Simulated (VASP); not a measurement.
Input:

```xyz
3
Lattice="0.0000 2.2696 2.2696 2.2696 0.0000 2.2696 2.2696 2.2696 0.0000" Properties=species:S:1:pos:R:3 pbc="T T T"
Li     1.1348     1.1348     1.1348
Li     3.4044     3.4044     3.4044
O      0.0000     0.0000     0.0000
```

Level of theory: LDA (Ceperley-Alder, Perdew-Zunger), VASP's LDA PAW potentials (set 64) (plane waves; VASP). Settings: 520 eV cut-off, 10×10×10 Γ-centred mesh, Gaussian smearing of 0.050 eV, potentials Li_sv O.

Question: Give the stress tensor in GPa (positive for a compressed cell).

Answer: 
```
-2.64   0.00   0.00
 0.00  -2.64   0.00
 0.00   0.00  -2.64
```
The pressure is its mean diagonal, -2.64 GPa.

The compound is Li2O in the antifluorite structure. This cell is one point of a volume scan, at 1.03 of the reference volume.
